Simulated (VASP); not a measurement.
Given:

```
MnO
1.0
    4.48040     2.24020     2.24020
    2.24020     4.48040     2.24020
    2.24020     2.24020     4.48040
Mn O
2 2
Cartesian
  0.00000   0.00000   0.00000
  4.48040   4.48040   4.48040
  2.24020   2.24020   2.24020
  6.72061   6.72061   6.72061
```
Starting moments (μB, in the order of the record's atoms Mn Mn O O): 5.0 -5.0 0.0 0.0.

All values below come from PBE GGA, VASP's PBE PAW potentials (set 64) (plane waves; VASP). Settings: 400 eV cut-off, 5×5×5 Γ-centred mesh, Fermi-Dirac smearing of 0.050 eV, potentials Mn_pv O.

At this cut-off the stress carries a Pulay error, which pulls relaxed volumes low.

Q: Give the stress tensor in GPa (positive for a compressed cell).

A: 
```
-9.03  -1.59  -1.59
-1.59  -9.03  -1.59
-1.59  -1.59  -9.03
```
The pressure is its mean diagonal, -9.03 GPa.

The structure is a typed MnO crystal (Fm-3m). The cell was not relaxed at this level. The k-mesh is coarse (spacing up to 0.47 per Å, 2π included), so the numbers may not be converged in it.
